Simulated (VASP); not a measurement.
Given:

```yaml
crystal:
  lattice:
    - [0.00000, 2.77064, 2.77064]
    - [2.77064, 0.00000, 2.77064]
    - [2.77064, 2.77064, 0.00000]
  atoms:
    - { symbol: Ca, position: [0.00000, 0.00000, 0.00000] }
    - { symbol: F, position: [0.25000, 0.25000, 0.25000] }
    - { symbol: F, position: [0.75000, 0.75000, 0.75000] }
```

Computed with PBE GGA with D3 dispersion (zero damping), VASP's PBE PAW potentials (set 64) (plane waves; VASP 6.6.1). Settings: 520 eV cut-off, 7×7×7 Γ-centred mesh, Gaussian smearing of 0.050 eV, potentials Ca_sv F.

Question: Give the stress tensor in GPa (positive for a compressed cell).

Answer: 
```
-2.18   0.00   0.00
 0.00  -2.18   0.00
 0.00   0.00  -2.18
```
The pressure is its mean diagonal, -2.18 GPa.

The compound is CaF2 in the fluorite structure. This cell is one point of a volume scan, at 1.03 of the reference volume.
